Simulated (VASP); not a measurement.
The system is Ta4O.

```
Ta O
1.0
     3.25750    0.00000    0.00000
     0.00000    3.25750    0.00000
     0.00000    0.00000    7.40934
Ta O
4 1
Cartesian
  0.0000 0.0000 0.0000
  1.6287 1.6287 1.6067
  1.6287 1.6287 5.8027
  0.0000 0.0000 3.7047
  1.6287 1.6287 3.7047
```

The cell comes from a database or a generator and needn't be the stable form of this composition.

- Program: VASP 6.6.1
- Task: single point
- Functional: PBEsol
- Potentials or basis: VASP PAW PBE potentials, release 64 (Ta_pv, O)
- Cutoff: 520 eV
- k mesh: 8 × 8 × 4
- Occupations: fermi-dirac, width 0.05 eV
- Spin: no spin polarisation

On this cell: pressure -7.8 GPa; largest force 0.011 eV/Å; band gap on the k mesh none (metal or under the smearing width).

The same run follows on a disturbed copy (atoms moved at random, drawn with an rms of 0.05 Å):

```
CELL_PARAMETERS angstrom
3.25750 0.00000 0.00000
0.00000 3.25750 0.00000
0.00000 0.00000 7.40934
ATOMIC_POSITIONS crystal
Ta 0.00120 0.99201 0.00048
Ta 0.49537 0.49767 0.21884
Ta 0.49340 0.50702 0.78631
Ta 0.99668 0.01278 0.49143
O 0.49286 0.49179 0.49575
```

**Question.** What changes?

**Answer.** The energy (extrapolated to zero smearing) moves by +12.3 meV/atom; pressure -7.2 GPa; largest force 0.965 eV/Å; band gap on the k mesh none (metal or under the smearing width).

Forces on the atoms (eV/Å):
```
Ta  -0.291  0.440  0.101
Ta   0.162 -0.047 -0.738
Ta   0.197 -0.294 -0.696
Ta  -0.081 -0.284  0.386
O    0.013  0.185  0.947
```

Stress tensor (GPa, compression positive):
```
-7.07  0.06 -0.10
 0.06 -7.29  0.29
-0.10  0.29 -7.29
```

Caveats: the PAW data sets were made with another functional, which shifts forces and pressure a little.
